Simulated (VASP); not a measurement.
Input of a VASP 6.6.1 run:

Contents of INCAR:

```
ALGO     = Normal         # electronic algorithm
EDIFF    = 1E-7           # SCF threshold, eV
ENCUT    = 520            # plane-wave cutoff, eV
GGA      = PE             # functional
ISIF     = 2              # what is computed and relaxed
ISMEAR   = -1             # smearing method
LASPH    = T              # aspherical terms in the spheres
LCHARG   = F              # write CHGCAR
LREAL    = F              # projectors in reciprocal space
LWAVE    = F              # write WAVECAR
NBANDS   = 26             # bands
NELM     = 100            # most SCF steps
PREC     = Accurate       # precision mode
SIGMA    = 0.05           # smearing width, eV
```

KPOINTS

```
k-points
0
Gamma
  9 9 3
```

The input POSCAR:

```
CaInF2
1.0
    3.5141200000      0.0000000000      0.0000000000
   -1.7570600000      3.0433100000      0.0000000000
    0.0000000000      0.0000000000     10.1453600000
Ca In F
1 1 2
Direct
    0.0065330000      0.0136110000     -0.0016790000
   -0.0087500000     -0.0099560000      0.4967770000
    0.6509190000      0.3298290000      0.9027150000
    0.3550940000      0.6715280000      0.0975920000
```

Potentials or basis: VASP PAW PBE potentials, release 64 (Ca_sv, In_d, F).

The run is started by

```bash
$ cat potpaw_PBE.64/Ca_sv/POTCAR potpaw_PBE.64/In_d/POTCAR potpaw_PBE.64/F/POTCAR > POTCAR
$ mpirun -np 1 vasp_std > vasp.out
```

Predict the pressure.

0.6 GPa.

Predict the largest force.

0.516 eV/Å.

Forces in eV/Å, atoms in the order of the input:
```
Ca  -0.005 -0.275  0.161
In   0.000 -0.001  0.000
F    0.366  0.233 -0.278
F   -0.362  0.043  0.117
```

Caveat: an odd number of electrons without spin polarisation forces a metal; a magnetic or distorted state may lie lower.
